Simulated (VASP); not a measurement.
# Al3BiO3 (Pm) in VASP: density of states with PBE

Aim: the density of states of Al3BiO3 with PBE.

All numbers are computed with VASP 6.6.1; they aren't measurements. Logs are shortened: lines on timing, memory, paths and dates and some standing lists are left out, and cuts for length are marked.

### Step 1. The structure

Symmetry: Pm, No. 6, monoclinic system. Conventional cell: a = 6.555 Å, b = 3.237 Å, c = 6.671 Å, α = 90.00°, β = 90.44°, γ = 90.00°. Around Al (site symmetry m) lie 3 O at 1.71 to 1.87 Å. Al (site symmetry m) has 2 O at 1.80 to 1.83 Å as nearest neighbours. Al (site symmetry m) has 3 O at 1.70 to 1.87 Å as nearest neighbours. Bi (site symmetry m) has 4 Al at 2.83 to 2.84 Å and 2 Bi at 3.24 Å as nearest neighbours. O (site symmetry m) is surrounded by 3 Al at 1.80 to 1.87 Å. Around O (site symmetry m) lie 3 Al at 1.83 to 1.87 Å. O (site symmetry m) is surrounded by 2 Al at 1.70 to 1.71 Å.

The cell was built by a generator and needn't be a form met in nature.

### Step 2. Density of states, PBE

Input file POSCAR:

```
Al3BiO3
1.0
    6.5548140000      0.0000000000      0.0000000000
    0.0000000000      3.2374000000      0.0000000000
   -0.0506820000      0.0000000000      6.6703610000
Al Bi O
3 1 3
Direct
    0.1611840000      0.0000000000      0.5423020000
    0.3845160000      0.5000000000      0.8714420000
    0.7958940000      0.0000000000      0.8487240000
    0.1336880000      0.0000000000      0.1186890000
    0.6593490000      0.5000000000      0.8890430000
    0.2839310000      0.5000000000      0.6153900000
    0.9146130000      0.0000000000      0.6224330000
```

Input file INCAR.step1:

```
SYSTEM = Al3BiO3
  PREC = Accurate
  ENCUT = 520
  EDIFF = 1E-6
  ISMEAR = 0
  SIGMA = 0.1
  LREAL = .False.
  LASPH = .True.
  NELM = 80
  ALGO = Normal
  ISIF = 2
  LWAVE = .False.
  LCHARG = .True.
  GGA = PE
  NBANDS = 30
  KPAR = 8
```

Input file KPOINTS.step1:

```
regular mesh
0
Gamma
  6 10 6
  0 0 0
```

Input file INCAR.step2:

```
SYSTEM = Al3BiO3
  PREC = Accurate
  ENCUT = 520
  EDIFF = 1E-6
  ISMEAR = -5
  SIGMA = 0.1
  LREAL = .False.
  LASPH = .True.
  NELM = 80
  ALGO = Normal
  ISIF = 2
  LWAVE = .False.
  LCHARG = .False.
  GGA = PE
  LORBIT = 11
  NBANDS = 30
  KPAR = 8
  NEDOS = 1001
  ICHARG = 11
```

Input file KPOINTS.step2:

```
regular mesh
0
Gamma
  9 15 9
  0 0 0
```

Potentials or basis: VASP PAW PBE potentials, release 64 (Al, Bi_d, O).

Started as:

```sh
$ cat potpaw_PBE.64/Al/POTCAR potpaw_PBE.64/Bi_d/POTCAR potpaw_PBE.64/O/POTCAR > POTCAR
$ cp INCAR.step1 INCAR
$ cp KPOINTS.step1 KPOINTS
$ mpirun -np 8 vasp_std > vasp.out
$ cp INCAR.step2 INCAR
$ cp KPOINTS.step2 KPOINTS
$ mpirun -np 8 vasp_std > vasp.out
```

OUTCAR:

```text
SYSTEM = Al3BiO3
   PREC = Accurate
   ENCUT = 520
   EDIFF = 1E-6
   ISMEAR = -5
   LREAL = .False.
   LASPH = .True.
   NELM = 80
   ISIF = 2
   GGA = PE
   LORBIT = 11
   ICHARG = 11

 ion  position               nearest neighbor table
   1  0.161  0.000  0.542-   7 1.71   6 1.87   6 1.87   4 2.83   2 3.09   2 3.09   3 3.16
   2  0.385  0.500  0.871-   5 1.80   6 1.83   4 2.84   4 2.84   1 3.09   1 3.09   3 3.15   3 3.15

   3  0.796  0.000  0.849-   7 1.70   5 1.87   5 1.87   4 2.84   2 3.15   2 3.15   1 3.16
   4  0.134  0.000  0.119-   1 2.83   2 2.84   2 2.84   3 2.84
   5  0.659  0.500  0.889-   2 1.80   3 1.87   3 1.87
   6  0.284  0.500  0.615-   2 1.83   1 1.87   1 1.87
   7  0.915  0.000  0.622-   3 1.70   1 1.71

  LATTYP: Found a simple monoclinic cell.
 ALAT       =     6.5548140000
 B/A-ratio  =     0.4938965469
 C/A-ratio  =     1.0176571815
 COS(beta)  =    -0.0075978702

  Lattice vectors:

 A1 = (   6.5548140000,   0.0000000000,   0.0000000000)
 A2 = (   0.0000000000,   3.2374000000,   0.0000000000)
 A3 = (  -0.0506820000,   0.0000000000,   6.6703610000)

Analysis of symmetry for initial positions (statically):
=====================================================================
 Subroutine PRICEL returns:
 Original cell was already a primitive cell.

 Routine SETGRP: Setting up the symmetry group for a
 simple monoclinic supercell.

 Subroutine GETGRP returns: Found  2 space group operations
 (whereof  2 operations were pure point group operations)
 out of a pool of  4 trial point group operations.

The static configuration has the point symmetry C_1h.

Analysis of symmetry for dynamics (positions and initial velocities):
=====================================================================
 Subroutine PRICEL returns:
 Original cell was already a primitive cell.

 Routine SETGRP: Setting up the symmetry group for a
 simple monoclinic supercell.

 Subroutine GETGRP returns: Found  2 space group operations
 (whereof  2 operations were pure point group operations)
 out of a pool of  4 trial point group operations.

The dynamic configuration has the point symmetry C_1h.

 Subroutine INISYM returns: Found  2 space group operations
 (whereof  2 operations are pure point group operations),
 and found     1 'primitive' translations

----------------------------------------------------------------------------------------

                                     Primitive cell

  volume of cell :     141.5488

  direct lattice vectors                    reciprocal lattice vectors
     6.554814000  0.000000000  0.000000000     0.152559630  0.000000000  0.001159162
     0.000000000  3.237400000  0.000000000     0.000000000  0.308889850  0.000000000
    -0.050682000  0.000000000  6.670361000     0.000000000  0.000000000  0.149916924

  length of vectors
     6.554814000  3.237400000  6.670553540     0.152564034  0.308889850  0.149916924

  position of ions in fractional coordinates (direct lattice)
     0.161184000  0.000000000  0.542302000
     0.384516000  0.500000000  0.871442000
     0.795894000  0.000000000  0.848724000
     0.133688000  0.000000000  0.118689000
     0.659349000  0.500000000  0.889043000
     0.283931000  0.500000000  0.615390000
     0.914613000  0.000000000  0.622433000

  ion indices of the primitive-cell ions
   primitive index   ion index
                 1           1
                 2           2
                 3           3
                 4           4
                 5           5
                 6           6
                 7           7

----------------------------------------------------------------------------------------

 KPOINTS: regular mesh

Automatic generation of k-mesh.
 Grid dimensions read from file:
 generate k-points for:    9   15    9

 Generating k-lattice:

  Cartesian coordinates                     Fractional coordinates (reciprocal lattice)
     0.016951070  0.000000000  0.000128796     0.111111111  0.000000000  0.000000000
     0.000000000  0.020592657  0.000000000     0.000000000  0.066666667  0.000000000
     0.000000000  0.000000000  0.016657436     0.000000000  0.000000000  0.111111111

  Length of vectors
     0.016951559  0.020592657  0.016657436

  Shift w.r.t. Gamma in fractional coordinates (k-lattice)
     0.000000000  0.000000000  0.000000000

 TETIRR: Found   3621 inequivalent tetrahedra from     7290

 Subroutine IBZKPT returns following result:
 ===========================================

 Found    328 irreducible k-points:

 Following reciprocal coordinates:
            Coordinates               Weight
  0.000000  0.000000  0.000000      1.000000
  0.111111  0.000000  0.000000      2.000000
  0.222222  0.000000  0.000000      2.000000
  0.333333  0.000000  0.000000      2.000000
  0.444444  0.000000  0.000000      2.000000
  0.000000  0.066667  0.000000      2.000000
[... 16 lines left out ...]
  0.222222  0.266667  0.000000      4.000000
  0.333333  0.266667  0.000000      4.000000
 [... further k-points ...]
   k-points           NKPTS =    328   k-points in BZ     NKDIM =    328   number of bands    NBANDS=     30
   number of dos      NEDOS =   1001   number of ions     NIONS =      7
   total plane-waves  NPLWV =  60000
   dimension x,y,z NGX =    50 NGY =   24 NGZ =   50
   dimension x,y,z NGXF=   100 NGYF=   48 NGZF=  100
   ions per type =               3   1   3
   NGX,Y,Z   is equivalent  to a cutoff of  12.68, 12.32, 12.46 a.u.
   NGXF,Y,Z  is equivalent  to a cutoff of  25.36, 24.65, 24.92 a.u.
 SYSTEM =  Al3BiO3
   PREC   = accura    normal or accurate (medium, high low for compatibility)
   ISTART =      0    job   : 0-new  1-cont  2-samecut
   ICHARG =     11    charge: 1-file 2-atom 10-const
   ISPIN  =      1    spin polarized calculation?
   LNONCOLLINEAR =      F non collinear calculations
   LSORBIT =      F    spin-orbit coupling
   LASPH  =      T    aspherical Exc in radial PAW
   ENCUT  =  520.0 eV  38.22 Ry    6.18 a.u.  12.19  6.02 12.40*2*pi/ulx,y,z
   NELM   =     80;   NELMIN=  2; NELMDL=  0     # of ELM steps
   EDIFF  = 0.1E-05   stopping-criterion for ELM
   LREAL  =      F    real-space projection
   EDIFFG = 0.1E-04   stopping-criterion for IOM
   NSW    =      0    number of steps for IOM
   IBRION =     -1    ionic relax: 0-MD 1-quasi-New 2-CG
   NFREE  =      0    steps in history (QN), initial steepest desc. (CG)
   ISIF   =      2    stress and relaxation
   ISYM   =      2    0-nonsym 1-usesym 2-fastsym
   POTIM  = 0.5000    time-step for ionic-motion
   TEBEG  =    0.0;   TEEND  =   0.0 temperature during run
   PSTRESS=    0.0 pullay stress
   NELECT =      42.0000    total number of electrons
   NUPDOWN=      -1.0000    fix difference up-down
   EMIN   =  10.00;   EMAX   =-10.00  energy-range for DOS
   EFERMI =   0.00;   METHOD = LEGACY
   ISMEAR =    -5;   SIGMA  =   0.10  broadening in eV -4-tet -1-fermi 0-gaus
   EFERMI_NEDOS =   21; number of points for ismear=-14 and -15
   IALGO  =     38    algorithm
   IMIX   =      4    mixing-type and parameters
     AMIX     =   0.40;   BMIX     =  1.00
     AMIX_MAG =   1.60;   BMIX_MAG =  1.00
  volume/ion in A,a.u.               =      20.22       136.46
  Fermi-wavevector in a.u.,A,eV,Ry     =   1.091916  2.063422 16.221962  1.192281
  Thomas-Fermi vector in A             =   2.228171
   LORBIT       =     11    0 simple, 1 ext, 2 COOP (PROOUT), +10 PAW based schemes
   GGA     = PE    functional components
   LHFCALC =     F    Hartree Fock is set to
   AEXX    =    0.0000 exact exchange contribution
   IVDW    =     0    specifies the selected vdW correction
   LEPSILON=     F    determine dielectric tensor
   LRPA    =     F    only Hartree local field effects (RPA)
 non-spin polarized calculation
 Fermi weights with tetrahedron method with Bloechl corrections
  energy-cutoff  :      520.00
  volume of cell :      141.55
 maximum number of plane-waves:      3843
 NGX is ok and might be reduce to    50

 number of electron      41.9999993 magnetization

 Free energy of the ion-electron system (eV)
  ---------------------------------------------------
  ext. energy  EPLUGINS =         0.00000000
  ---------------------------------------------------
  free energy    TOTEN  =       -42.39904950 eV

  energy without entropy =      -42.39904950  energy(sigma->0) =      -42.39904950

 E-fermi :   4.7716     XC(G=0):  -8.3113

 val. band max:        4.8641307239   @ k =   0.4444   0.1333   0.2222
 cond. band min:       4.6676803694   @ k =  -0.1111   0.2000   0.2222
 fundamental gap:     -0.1964503545
 Fermi energy:         4.7716205136

 k-point     1 :       0.0000    0.0000    0.0000
  band No.  band energies     occupation
      1     -18.5967      2.00000
      2     -18.4024      2.00000
      3     -18.3987      2.00000
      4     -18.3931      2.00000
      5     -18.3231      2.00000
      6     -16.6417      2.00000
[... 22 lines left out ...]
     29      11.0182      0.00000
     30      11.4194      0.00000

 k-point     2 :       0.1111    0.0000    0.0000
  band No.  band energies     occupation
      1     -18.5967      2.00000
      2     -18.4024      2.00000
      3     -18.3987      2.00000
      4     -18.3931      2.00000
      5     -18.3231      2.00000
      6     -16.6372      2.00000
[... 718 lines left out ...]
 k-point    24 :       0.3333    0.2667    0.0000
  band No.  band energies     occupation
      1     -18.4658      2.00000
      2     -18.4379      2.00000
      3     -18.3865      2.00000
      4     -18.3807      2.00000
      5     -18.3792      2.00000
      6     -16.4430      2.00000
[... 22 lines left out ...]
     29      10.4080      0.00000
     30      11.0645      0.00000

 [... further k-points ...]

------------------------ aborting loop because EDIFF is reached ----------------------------------------

  FORCE on cell =-STRESS in cart. coord.  units (eV):
  Direction    XX          YY          ZZ          XY          YZ          ZX
  --------------------------------------------------------------------------------------
  -------------------------------------------------------------------------------------
  Total       -0.6583430     -0.7954308     -0.1904282      0.0000000      0.0000000     -0.2889504
  in kB       -7.4517240     -9.0034081     -2.1554390      0.0000000      0.0000000     -3.2706032
  external PRESSURE =      -6.2035237 kB  Pullay stress =       0.0000000 kB

 VOLUME and BASIS-vectors are now :
 -----------------------------------------------------------------------------
  energy-cutoff  :      520.00
  volume of cell :      141.55
      direct lattice vectors                 reciprocal lattice vectors
     6.554814000  0.000000000  0.000000000     0.152559630  0.000000000  0.001159162
     0.000000000  3.237400000  0.000000000     0.000000000  0.308889850  0.000000000
    -0.050682000  0.000000000  6.670361000     0.000000000  0.000000000  0.149916924

 POSITION                                       TOTAL-FORCE (eV/Angst)
 -----------------------------------------------------------------------------------
      1.02905      0.00000      3.61735         0.015449      0.000000      0.027722
      2.47626      1.61870      5.81283         0.137710      0.000000     -0.144446
      5.17392      0.00000      5.66130        -0.078995      0.000000     -0.029092
      0.87028      0.00000      0.79170        -0.094577      0.000000      0.140207
      4.27685      1.61870      5.93024         0.024103      0.000000      0.007769
      1.82993      1.61870      4.10487        -0.002854      0.000000     -0.010391
      5.96357      0.00000      4.15185        -0.000836      0.000000      0.008230
 -----------------------------------------------------------------------------------
    total drift:                               -0.001886      0.000000     -0.010087

  FREE ENERGIE OF THE ION-ELECTRON SYSTEM (eV)
  ---------------------------------------------------
  free  energy   TOTEN  =       -42.3990495014 eV

  energy  without entropy=      -42.3990495014  energy(sigma->0) =      -42.39904950

 total charge

# of ion       s       p       d       tot
------------------------------------------
    1        0.362   0.380   0.000   0.741
    2        0.379   0.356   0.000   0.735
    3        0.361   0.380   0.000   0.741
    4        1.475   1.591   9.909  12.975
    5        1.566   3.553   0.000   5.119
    6        1.566   3.546   0.000   5.112
    7        1.559   3.576   0.000   5.135
--------------------------------------------------
tot          7.267  13.382   9.909  30.558
```

Run time: 2.2 min. Hardware: 8 MPI ranks of Intel Xeon Platinum 8488C (Sapphire Rapids), shared host; peak memory 1.1 GiB.

Results:

```
Valence electrons inside the program's atomic spheres : Al 0.74, 0.73; Bi 12.97; O 5.12, 5.11, 5.13
```

States per cell in windows of 1 eV (zero at the Fermi level; states under -8 eV left out):
| from (eV) | total | O7_p | O6_p | O5_p | Bi4_p | Al2_p | Al1_p |
| --- | --- | --- | --- | --- | --- | --- | --- |
| -8.0 | 3.20 | 0.11 | 0.88 | 0.78 | 0.02 | 0.09 | 0.06 |
| -7.0 | 3.78 | 0.68 | 0.85 | 0.59 | 0.04 | 0.04 | 0.11 |
| -6.0 | 3.02 | 0.36 | 0.47 | 0.83 | 0.06 | 0.02 | 0.03 |
| -5.0 | 3.56 | 0.90 | 0.36 | 0.17 | 0.38 | 0.04 | 0.04 |
| -4.0 | 3.74 | 1.21 | 0.22 | 0.14 | 0.43 | 0.05 | 0.02 |
| -3.0 | 1.72 | 0.18 | 0.04 | 0.04 | 0.46 | 0.03 | 0.02 |
| -2.0 | 0.25 | 0.00 | 0.00 | 0.00 | 0.07 | 0.01 | 0.00 |
| -1.0 | 0.80 | 0.02 | 0.02 | 0.02 | 0.11 | 0.01 | 0.01 |
| 0.0 | 1.97 | 0.04 | 0.06 | 0.07 | 0.20 | 0.08 | 0.03 |
| 1.0 | 1.93 | 0.03 | 0.07 | 0.07 | 0.12 | 0.07 | 0.03 |
| 2.0 | 3.26 | 0.07 | 0.11 | 0.10 | 0.20 | 0.08 | 0.07 |
| 3.0 | 2.37 | 0.05 | 0.06 | 0.08 | 0.16 | 0.05 | 0.05 |
| 4.0 | 3.25 | 0.07 | 0.07 | 0.10 | 0.15 | 0.07 | 0.08 |
| 5.0 | 3.94 | 0.09 | 0.13 | 0.12 | 0.21 | 0.10 | 0.11 |
| 6.0 | 1.35 | 0.02 | 0.04 | 0.03 | 0.08 | 0.08 | 0.04 |
| 7.0 | 0.00 | 0.00 | 0.00 | 0.00 | 0.00 | 0.00 | 0.00 |

Caveat: spin-orbit coupling is left out, which moves the levels of the heavy elements; tetrahedron occupations give inexact forces and stress in metals.
